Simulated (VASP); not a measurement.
```yaml
crystal:
  lattice:
    - [5.85712, 0.00000, 0.00000]
    - [0.00000, 5.85712, 0.00000]
    - [0.00000, 0.00000, 5.85712]
  atoms:
    - { symbol: Zn, position: [0.00000, 0.00000, 0.00000] }
    - { symbol: S, position: [0.23455, 0.23455, 0.23455] }
    - { symbol: S, position: [0.76545, 0.76545, 0.23455] }
    - { symbol: S, position: [0.76545, 0.23455, 0.76545] }
    - { symbol: S, position: [0.23455, 0.76545, 0.76545] }
    - { symbol: Hg, position: [0.50000, 0.50000, 0.00000] }
    - { symbol: Hg, position: [0.50000, 0.00000, 0.50000] }
    - { symbol: Hg, position: [0.00000, 0.50000, 0.50000] }
```

The numbers are results of PBE GGA, VASP's PBE PAW potentials (set 64) (plane waves; VASP), not measurements. Settings: 400 eV cut-off, Gaussian smearing of 0.050 eV, potentials Zn S Hg.

Unless said otherwise, spin-orbit coupling is left out, though it shifts the bands of the heavy elements here.

**Question.** Estimate the band gap (along the path) with the smallest direct gap where there is one.

**Answer.** 
The band gap (along the path) is none (metal, semimetal or under 0.01 eV).

The absolute energy has meaning only against runs of the same code, potentials and settings.

The structure was generated: Hg3ZnS4 was put into an ordered model structure (P-43m), which need not be its known phase. It was relaxed first, which changed the volume by +6 %.
